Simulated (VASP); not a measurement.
Level of theory: r2SCAN meta-GGA, VASP's PBE PAW potentials (set 64) (plane waves; VASP).

The input files of a VASP run:

INCAR:
```
! general
SYSTEM  = Ba
PREC    = Accurate
ENCUT   = 520
LREAL   = .False.
LASPH   = .True.

! electronic loop
EDIFF   = 1E-7
NELM    = 100
ALGO    = Normal
LMAXMIX = 4
LMIXTAU = .True.

! smearing
ISMEAR  = 1
SIGMA   = 0.1

! functional
METAGGA = R2SCAN

! ions
ISIF    = 2

! output
LWAVE   = .False.
LCHARG  = .False.
```

File KPOINTS:
```
Automatic mesh
0
Gamma
10 10 10
0 0 0
```

**POSCAR**
```
Ba
1
   -2.5147706063     2.5147706063     2.5147706063
    2.5147706063    -2.5147706063     2.5147706063
    2.5147706063     2.5147706063    -2.5147706063
Ba
1
Direct
  0.0000000000   0.0000000000   0.0000000000
```

POTCAR, in this order: Ba_sv (PBE.64 set). Program: vasp_std.

Unless said otherwise, spin-orbit coupling is left out, though it shifts the bands of the heavy elements here.

Estimate the energy per atom (σ→0), band gap (on the k-mesh).

```json
{
 "energy per atom (σ→0)": "-2550.1 kJ/mol-atom",
 "band gap (on the k-mesh)": "none (metal, semimetal or under 0.01 eV)"
}
```

OSZICAR:
```
...
DAV:  27    -0.264300876901E+02   -0.40066E-05   -0.26033E-05   888   0.518E-02    0.822E-03
DAV:  28    -0.264300992923E+02   -0.11602E-04   -0.82353E-06  1036   0.331E-02    0.457E-03
DAV:  29    -0.264301018960E+02   -0.26036E-05   -0.34995E-06   853   0.245E-02    0.284E-03
DAV:  30    -0.264301016965E+02    0.19941E-06   -0.93910E-07   886   0.130E-02    0.193E-03
DAV:  31    -0.264301023086E+02   -0.61207E-06   -0.14123E-06   931   0.135E-02    0.926E-04
DAV:  32    -0.264301020453E+02    0.26329E-06   -0.29994E-07   948   0.684E-03    0.352E-04
DAV:  33    -0.264301020702E+02   -0.24838E-07   -0.31776E-08   652   0.211E-03
   1 F= -.26430102E+02 E0= -.26429991E+02  d E =-.332510E-03
```

The compound is Ba in the bcc structure. This cell is one point of a volume scan, at 0.97 of the reference volume.
